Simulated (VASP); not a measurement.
```
CELL_PARAMETERS angstrom
      0.00000     2.93500     2.93500
      2.93500     0.00000     2.93500
      2.93500     2.93500     0.00000
ATOMIC_POSITIONS crystal
  In 0.00000 0.00000 0.00000
  P  0.25000 0.25000 0.25000
```

The base run (VASP): PBE GGA, plane waves, VASP's PBE PAW potentials (set 64). Numerical set-up: 400 eV cut-off, 7×7×7 Γ-centred mesh, Gaussian smearing of 0.050 eV, potentials In_d P.

The base run took about 8 core-seconds. Times come from single runs on busy shared machines, so they are rough: good to a factor of about 2.

Pressures at a finite cut-off, here 400 eV, hold a Pulay part, which wasn't tested here.

```json
[
 {"setting": "IVDW = 11", "cost over the base run": "within a factor of 2", "electronic steps": "13", "pressure (GPa)": "1.55"},
 {"setting": "GGA = 91", "cost over the base run": "within a factor of 2", "electronic steps": "13", "pressure (GPa)": "2.92"},
 {"setting": "GGA = RP", "cost over the base run": "within a factor of 2", "electronic steps": "15", "pressure (GPa)": "4.72"},
 {"setting": "GGA = AM", "cost over the base run": "within a factor of 2", "electronic steps": "13", "pressure (GPa)": "0.55"},
 {"setting": "base run", "cost over the base run": "reference", "electronic steps": "13", "pressure (GPa)": "2.92"},
 {"setting": "GGA removed, LMIXTAU = .TRUE., METAGGA = TPSS", "cost over the base run": "about 3 times", "electronic steps": "19", "pressure (GPa)": "2.81"},
 {"setting": "GGA removed, LMIXTAU = .TRUE., METAGGA = SCAN", "cost over the base run": "about 5 times", "electronic steps": "32", "pressure (GPa)": "0.50"}
]
```

Left out are runs that failed, have no time on record or changed the cell.

The compound is InP in the zinc blende structure. The cell was not relaxed at this level.
